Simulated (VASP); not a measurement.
Consider the following.

```
Nb
1.0
   -1.69059     1.69059     1.69059
    1.69059    -1.69059     1.69059
    1.69059     1.69059    -1.69059
Nb
1
Cartesian
  0.00000   0.00000   0.00000
```

These are PBE GGA, VASP's PBE PAW potentials (set 64) (plane waves; VASP) values and carry that method's errors. Numerical set-up: 300 eV cut-off, 11×11×11 Γ-centred mesh, Gaussian smearing of 0.050 eV, potentials Nb_sv.

At this cut-off the stress carries a Pulay error, which pulls relaxed volumes low.

Q: What does the run give for the energy per atom (σ→0), pressure, band gap (on the k-mesh) with the smallest direct gap where there is one?

A: 
band gap (on the k-mesh): none (metal, semimetal or under 0.01 eV)
energy per atom (σ→0): -10.162 eV/atom
pressure: -10.55 GPa

Total energies compare only between runs with the same potentials, cut-off and functional.

The structure is a typed Nb crystal (Im-3m). The cell was not relaxed at this level.
